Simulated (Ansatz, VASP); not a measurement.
# BaTlI3 in two plane-wave programs, part 2 of 2

Wanted: the spread between two codes on one cell, functional and k mesh. The cell is generated by rule, not measured, and may not be a known phase. The cell is taken from a series of runs on this material, whose earlier steps may have relaxed, scaled, displaced or heated it; both programs get it as it stands.

VASP 6.6.1 and Ansatz 0.2.0.

So far: Set-up; VASP: dielectric response, PBEsol.

The structure was built from a prototype and need not be the compound's stable phase.

### Step 3. Ansatz: dielectric response, PBEsol

Level of this step: Ansatz beside VASP: Kohn-Sham DFT, plane waves, PBEsol (Ansatz).

Ansatz runs on its default PAW (the set named soft_2) files.

The same cell, functional and mesh now go to Ansatz, which takes its cutoff from its data sets.

input.yaml

```yaml
crystal:
  lattice:
    - [6.5717449587, 0.0, 0.0]
    - [0.0, 6.5717449587, 0.0]
    - [0.0, 0.0, 6.5717449587]
  atoms:
    - { symbol: Tl, position: [0.0, 0.0, 0.0] }
    - { symbol: Ba, position: [0.5, 0.5, 0.5] }
    - { symbol: I, position: [0.5, 0.5, 0.0] }
    - { symbol: I, position: [0.5, 0.0, 0.5] }
    - { symbol: I, position: [0.0, 0.5, 0.5] }
kpoints:
  mp_grid: { grid: [4, 4, 4] }
hamiltonian:
  xc: pbesol
scf:
  occupations: { method: fixed }
dielectric: {}
```

Command:

```console
$ ansatz run input.yaml --threads 4 --pin off --max-ram 17510MiB --backend cpu --events-out ev --progress --plain --runs-dir out
```

Numbers of over 12 decimals in the logs are rounded to 6 here.

The program printed:

```text
Engine: ansatz 0.2.0, aarch64-unknown-linux-gnu
Pseudopotentials: kind: paw
Pseudopotential: Tl, paw, valence charge 13, recommended cutoff 420 eV (normal), Tl.paw.azcp
Pseudopotential: Ba, paw, valence charge 10, recommended cutoff 420 eV (normal), Ba.paw.azcp
Pseudopotential: I, paw, valence charge 17, recommended cutoff 420 eV (normal), I.paw.azcp
Functional definition: PBEsol
  exchange = pbesol_x
  correlation = pbesol_c
Crystal: 5 atoms, lattice volume = 283.819 Å³
Basis set: ecut = 420 eV, 5497 PW (Γ), exchange–correlation on 90×90×90 points (8 copies of the dense FFT grid, shifted against one another)
Bands: 45, of which v1, the nominal top of the filled ones, is band 37 counted from 1 (36 counted from 0)
Symmetry: 48 space group operations
k-points: 18 of 64 (irreducible under 8 space group operations, time reversal used)
Non-local potential: Tl, projectors of the file, l = 0: 2, l = 1: 2, l = 2: 2, l = 3: 1
Non-local potential: Ba, projectors of the file, l = 0: 3, l = 1: 2, l = 2: 2, l = 3: 2
Non-local potential: I, projectors of the file, l = 0: 2, l = 1: 2, l = 2: 2, l = 3: 2
PAW form: soft (Blöchl's): semilocal exchange-correlation on the pseudo side does not see the compensation charge
PAW frozen core: Tl, regenerated for the run's functional, and the local potential with it (the file was generated under x = pbe(κ = 0.804, μ = 0.219515), c = pbe(β = 0.066725))
PAW frozen core: Ba, regenerated for the run's functional, and the local potential with it (the file was generated under x = pbe(κ = 0.804, μ = 0.219515), c = pbe(β = 0.066725))
PAW frozen core: I, regenerated for the run's functional, and the local potential with it (the file was generated under x = pbe(κ = 0.804, μ = 0.219515), c = pbe(β = 0.066725))
PAW one-centre angular grid: Tl, 590 points (default); XC on 64 Gauss nodes
PAW one-centre angular grid: Ba, 194 points (default); XC on 64 Gauss nodes
PAW one-centre angular grid: I, 590 points (default); XC on 64 Gauss nodes
Initial density: superposition of atomic densities (neutral atoms: chi_scale 0, normalization atom), corrected by the library's trained network
Initial wavefunctions: pseudopotential atomic-orbital guess
Functional: x = pbesol(κ = 0.804, μ = 0.123457), c = pbesol(β = 0.046)
SCF iter   1: F=—  HF=-39460.419710 eV  |F-HF|=—  |Δ(HF+E_count)|=         —  Δρ=1.63e-3  dr2=1.55e-2  ethr=1.77e-3  ⟨swp⟩=5.1  Hψ=3025  notcnv=0  defer=90
preconditioner: auto → Resta (q_TF=auto, 2.181 Å⁻¹)  ε∞=2.7  [insulator: Δε(μ)=2.499 eV  Ē_g=10.901 eV  n_scr=56 (ndim 8)  ℏωp=14.3 eV  f_vac=0.208  ε∞_Penn≈2.7]
SCF iter   2: F=—  HF=-39460.412578 eV  |F-HF|=—  |Δ(HF+E_count)|=   7.13e-3  Δρ=9.72e-4  dr2=5.82e-3  ethr=2.09e-5  ⟨swp⟩=3.7  Hψ=1687  notcnv=0  defer=98
SCF iter   3: F=—  HF=-39460.411506 eV  |F-HF|=—  |Δ(HF+E_count)|=   1.07e-3  Δρ=4.39e-4  dr2=5.74e-4  ethr=7.87e-6  ⟨swp⟩=3.1  Hψ=1539  notcnv=0  defer=98
SCF iter   4: F=—  HF=-39460.411193 eV  |F-HF|=—  |Δ(HF+E_count)|=   3.13e-4  Δρ=1.42e-4  dr2=7.16e-5  ethr=7.76e-7  ⟨swp⟩=2.0  Hψ=1443  notcnv=0  defer=97
SCF iter   5: F=—  HF=-39460.411211 eV  |F-HF|=—  |Δ(HF+E_count)|=   1.78e-5  Δρ=2.79e-5  dr2=3.78e-6  ethr=9.67e-8  ⟨swp⟩=2.0  Hψ=1423  notcnv=0  defer=97
SCF iter   6: F=—  HF=-39460.411182 eV  |F-HF|=—  |Δ(HF+E_count)|=   2.89e-5  Δρ=6.10e-6  dr2=1.37e-7  ethr=5.11e-9  ⟨swp⟩=2.7  Hψ=1446  notcnv=0  defer=90
SCF iter   7: F=—  HF=-39460.411182 eV  |F-HF|=—  |Δ(HF+E_count)|=   2.76e-7  Δρ=1.30e-6  dr2=3.27e-9  ethr=1.85e-10  ⟨swp⟩=2.0  Hψ=1443  notcnv=0  defer=90
SCF iter   8: F=—  HF=-39460.411182 eV  |F-HF|=—  |Δ(HF+E_count)|=   3.95e-9  Δρ=2.44e-7  dr2=2.02e-10  ethr=4.42e-12  ⟨swp⟩=2.0  Hψ=1443  notcnv=0  defer=90
SCF iter   9: F=-39460.411182 eV  HF=-39460.411182 eV  |F-HF|=5.09e-11  |Δ(HF+E_count)|=  5.24e-10  Δρ=4.79e-8  dr2=1.72e-11  ethr=1.00e-12  ⟨swp⟩=15.9  Hψ=4443  notcnv=0
SCF 1 converged in 9 iterations: F = -39460.411182 eV  dr2 = 1.72e-11
  greatest PAW one-centre occupation: 0.999 electrons in one spin orbital (limit 2), on the I atom at site 3 (counted from 0), in its partial waves of l = 2
DFPT response loops at Γ: preconditioner auto → none (the input reference at scf.mixing.eps_inf says where Resta's filter doesn't serve); β = 0.50; Broyden in place of MSR1
── the response to a field inside a basis, on 6×6×6 k-points: an SCF that follows is theirs, and a resumed run solves both again ──
Bands: 38, of which v1, the nominal top of the filled ones, is band 37 counted from 1 (36 counted from 0)
k-points: 10 of 216
Initial density: handed on by an earlier stage of this run
Initial wavefunctions: pseudopotential atomic-orbital guess (no wavefunctions were taken with the density)
Eigensolver: Dense (10 Hₖ)
SCF iter   1: F=—  HF=-39460.303584 eV  |F-HF|=—  |Δ(HF+E_count)|=         —  Δρ=1.52e-4  dr2=2.81e-5  ethr=1.00e-1
preconditioner: auto → Resta (q_TF=auto, 2.181 Å⁻¹)  ε∞=3.5  [insulator: Δε(μ)=2.552 eV  Ē_g=9.116 eV  n_scr=56 (ndim 8)  ℏωp=14.3 eV  f_vac=0.200  ε∞_Penn≈3.5]
SCF iter   2: F=—  HF=-39460.303597 eV  |F-HF|=—  |Δ(HF+E_count)|=   1.32e-5  Δρ=7.76e-5  dr2=1.01e-5  ethr=3.80e-8
SCF iter   3: F=—  HF=-39460.303607 eV  |F-HF|=—  |Δ(HF+E_count)|=   1.04e-5  Δρ=1.47e-5  dr2=4.93e-7  ethr=1.37e-8
SCF iter   4: F=-39460.303608 eV  HF=-39460.303608 eV  |F-HF|=6.58e-8  |Δ(HF+E_count)|=   5.97e-7  Δρ=3.35e-6  dr2=3.47e-8  ethr=6.67e-10
SCF 1 converged in 4 iterations: F = -39460.303608 eV  dr2 = 3.47e-8
  greatest PAW one-centre occupation: 0.999 electrons in one spin orbital (limit 2), on the I atom at site 4 (counted from 0), in its partial waves of l = 2
DFPT response loops at Γ: mixed as the last ones told, above
SCF converged after 9 iterations
Free energy (F): -39460.411182 eV
Harris-Foulkes:  -39460.411182 eV  (|F-HF|=5.09e-11)
Internal energy: -39460.411182 eV  (E = F + TS)
E sigma→0 (E₀):  -39460.411182 eV
Fermi energy:    2.262498 eV
--- Per-component energies (eV) ---
  E_band       = -1442.995505
  E_kinetic    = 1066.006384
  E_local      = -8957.000694  (includes V_loc(G=0)·N_el)
  E_nonlocal   = 113.627104
  E_hartree    = 4277.840418
  E_xc         = -775.317291
  E_vxc        = -660.042858  (∫ρ·V_xc dr)
  E_paw        = -29367.268472  (= ΣΔE_a)
  E_vpaw       = -1561.266218  (= ΣTr[D̂ρ^β])
  E_aug_tail   = 0.000073  (compensation charges beyond the density's cutoff)
  E_ewald      = -5819.724827
  E_core_change = 1.426124  (= ΣΔE_core)
  E_smearing   = -0.000000  (= −TS)
  E_closure    = 0.000000  (closes the sum)
  Σ components = -39460.411182   (vs F -39460.411182, Δ=0.00e0)
--- Band table (eV; the first three rows and the last of 18) ---
  k-point 0: bands = [... 33 lower, 1.8043, 2.0659, 2.0659, 2.0659, 5.5815, 5.5815, 5.5815, 6.2263, ... 4 higher]
  k-point 1: bands = [... 33 lower, 1.6975, 1.7611, 2.0292, 2.0292, 5.0477, 5.4285, 5.4285, 6.2651, ... 4 higher]
  k-point 2: bands = [... 33 lower, 1.5889, 1.7196, 2.0195, 2.0195, 4.6847, 5.3027, 5.3027, 6.3065, ... 4 higher]
  k-point 17: bands = [... 33 lower, 0.8714, 2.2625, 2.2625, 2.2625, 5.5383, 5.5383, 5.5383, 8.0440, ... 4 higher]
--- Dielectric response (ions clamped): 3 representative field directions + reference, inside a basis on a mesh of 216 k-points (Σ response iterations 18) ---
  ε∞ (high-frequency dielectric tensor):
        3.631542     0.000000     0.000000
        0.000000     3.631542     0.000000
        0.000000     0.000000     3.631542
  Born effective charges Z* (e; rows j = field, columns β = displacement):
    site 0:
         1.76920   -0.00000   -0.00000
        -0.00000    1.76920   -0.00000
        -0.00000    0.00000    1.76920
    site 1:
         2.60638    0.00000   -0.00000
         0.00000    2.60638    0.00000
        -0.00000   -0.00000    2.60638
    site 2:
        -1.05209    0.00000   -0.00000
        -0.00000   -1.05209   -0.00000
         0.00000    0.00000   -2.27140
    site 3:
        -1.05209    0.00000   -0.00000
         0.00000   -2.27140   -0.00000
        -0.00000    0.00000   -1.05209
    site 4:
        -2.27140   -0.00000    0.00000
        -0.00000   -1.05209   -0.00000
        -0.00000    0.00000   -1.05209
  Z* charge neutrality: 4.657e-4 e pre-enforcement
  solved inside a basis spanned on kpoints, on 6×6×6 k-points, its susceptibility summed on 8×8×8: ε∞ is read to err by 1.3e-2, Z* by 2.2e-2 e (field_mesh: kpoints solves on kpoints); Z* is corrected for what the basis lacks
```

### Step 4. Differences

Known differences besides the potentials themselves: fixed occupations in Ansatz, narrow Gaussian smearing in VASP; VASP's response is taken on the typed mesh, Ansatz refines its own for the field response alone; the data sets hold 74 valence electrons in Ansatz (on its default PAW (the set named soft_2) files) and 44 in VASP; the cutoff is 420 eV in Ansatz and 400 eV in VASP; Ansatz makes its cores anew for this functional, VASP keeps those of its PBE data sets. Total energies have different zeros and are not compared.

Both answers:

```
                                     quantity  Ansatz   VASP  difference
                                        ε∞ xx    3.63   3.68     -1.18 %
                                        ε∞ yy    3.63   3.68     -1.18 %
                                        ε∞ zz    3.63   3.68     -1.18 %
Born charge of Tl1 (mean of the diagonal) (e)    1.77   1.78       -0.01
Born charge of Ba2 (mean of the diagonal) (e)    2.61   2.61        0.00
 Born charge of I3 (mean of the diagonal) (e)   -1.46  -1.46       +0.01
```

### Step 5. Outcome

```json
{"difference in ε∞ xx (dielectric response, PBEsol)": "-1.2 %"}
```

**Reading.** The difference in ε∞ xx is -1.2 % (dielectric response, PBEsol), within the 5 % picked in this series as the mark of a large difference. The data sets hold unlike numbers of valence electrons (74 in Ansatz and 44 in VASP), so part of the differences comes from the potentials. 1 further run of this series is not shown here. Such differences can come from data sets, numerical settings and the points named under the comparisons, not from the functional's error against experiment.

[Lines on the potential files, build, host, timing and source positions are cut from VASP's logs without a mark.]

[Logs are printed without paths, hosts, clocks, repeated set-up lines and the standing remarks that a program may print on its own settings, such as how far it seeks lower states.]

[Hosts, paths, dates, database ids (printed as entryN), source tags and the programs' standing remarks are cut or masked in the printed files.]
